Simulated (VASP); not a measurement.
All values below come from r2SCAN meta-GGA, VASP's PBE PAW potentials (set 64) (plane waves; VASP).

A VASP calculation is set up with these files.

POSCAR:
```
BN
1.0
  0.0000000000   1.8036048005   1.8036048005
  1.8036048005   0.0000000000   1.8036048005
  1.8036048005   1.8036048005   0.0000000000
B N
1 1
Cart
  0.0000000000   0.0000000000   0.0000000000
  0.9018024003   0.9018024003   0.9018024003
```

### INCAR
```
SYSTEM = BN
PREC = Accurate
ENCUT = 600
EDIFF = 1E-7
NELM = 100
ALGO = Normal
LREAL = .FALSE.
LASPH = .TRUE.
ISMEAR = 0
SIGMA = 0.05
METAGGA = R2SCAN
LMIXTAU = .TRUE.
LWAVE = .FALSE.
LCHARG = .FALSE.
ISIF = 3
IBRION = 2
NSW = 40
EDIFFG = -0.01
PSTRESS = 20
```

**KPOINTS**
```
K-points
0
Gamma
12 12 12
0 0 0
```

POTCAR, in this order: B N (PBE.64 set). Program: vasp_std.

The run wrote:

File OSZICAR:
```
       N       E                     dE             d eps       ncg     rms          rms(c)
DAV:   1     0.112722566573E+02    0.11272E+02   -0.59282E+03  1192   0.115E+03
DAV:   2    -0.221478247271E+02   -0.33420E+02   -0.32831E+02  1640   0.214E+02
DAV:   3    -0.224240342290E+02   -0.27621E+00   -0.27621E+00  1376   0.225E+01
DAV:   4    -0.224242592486E+02   -0.22502E-03   -0.22502E-03  1608   0.603E-01
DAV:   5    -0.224242592993E+02   -0.50682E-07   -0.50682E-07  1288   0.720E-03    0.665E+00
DAV:   6    -0.189138205700E+02    0.35104E+01   -0.17621E+00  1600   0.115E+01    0.403E+00
DAV:   7    -0.194594261496E+02   -0.54561E+00   -0.12589E+00  1344   0.914E+00    0.163E+00
DAV:   8    -0.181422196683E+02    0.13172E+01   -0.10107E+00  1184   0.833E+00    0.177E+00
DAV:   9    -0.191709326456E+02   -0.10287E+01   -0.23781E-01  1176   0.528E+00    0.415E-01
DAV:  10    -0.191750715245E+02   -0.41389E-02   -0.51536E-02  1512   0.207E+00    0.143E-01
DAV:  11    -0.191721204106E+02    0.29511E-02   -0.37346E-03  1152   0.950E-01    0.769E-02
DAV:  12    -0.191742760051E+02   -0.21556E-02   -0.14147E-03  1152   0.474E-01    0.241E-02
DAV:  13    -0.191740987151E+02    0.17729E-03   -0.99738E-05  1240   0.102E-01    0.828E-03
DAV:  14    -0.191741206454E+02   -0.21930E-04   -0.66607E-06  1192   0.350E-02    0.538E-03
DAV:  15    -0.191741307237E+02   -0.10078E-04   -0.17547E-06  1168   0.197E-02    0.203E-03
DAV:  16    -0.191741318785E+02   -0.11548E-05   -0.46110E-07  1440   0.862E-03    0.980E-04
DAV:  17    -0.191741314837E+02    0.39479E-06   -0.33171E-08   576   0.271E-03    0.635E-04
DAV:  18    -0.191741316667E+02   -0.18302E-06   -0.25240E-08   576   0.189E-03    0.195E-04
DAV:  19    -0.191741316355E+02    0.31222E-07   -0.27946E-09   576   0.664E-04
   1 F= -.19027653E+02 E0= -.19027653E+02  d E =-.190277E+02
```

### OUTCAR
```
------------------------ aborting loop because EDIFF is reached ----------------------------------------
  FORCE on cell =-STRESS in cart. coord.  units (eV):
  Direction    XX          YY          ZZ          XY          YZ          ZX
  --------------------------------------------------------------------------------------
  Total        0.1475258      0.1475258      0.1475258      0.0000000      0.0000000     -0.0000000
  in kB       20.1430098     20.1430098     20.1430098      0.0000000      0.0000000     -0.0000000
  external PRESSURE =       0.1430098 kB  Pullay stress =      20.0000000 kB
  volume of cell :       11.73
      direct lattice vectors                 reciprocal lattice vectors
     0.000000000  1.803604801  1.803604801    -0.277222593  0.277222593  0.277222593
     1.803604801  0.000000000  1.803604801     0.277222593 -0.277222593  0.277222593
     1.803604801  1.803604801  0.000000000     0.277222593  0.277222593 -0.277222593
  FREE ENERGIE OF THE ION-ELECTRON SYSTEM (eV)
  ---------------------------------------------------
  free  energy   TOTEN  =       -19.1741316355 eV

  energy  without entropy=      -19.1741316355  energy(sigma->0) =      -19.17413164
  enthalpy is  TOTEN    =       -19.0276532459 eV   P V=        0.1464783896

 reached required accuracy - stopping structural energy minimisation
```
(Selected blocks of OUTCAR.)

The compound is BN in the zinc blende structure. It was relaxed first under an external pressure of 2 GPa.
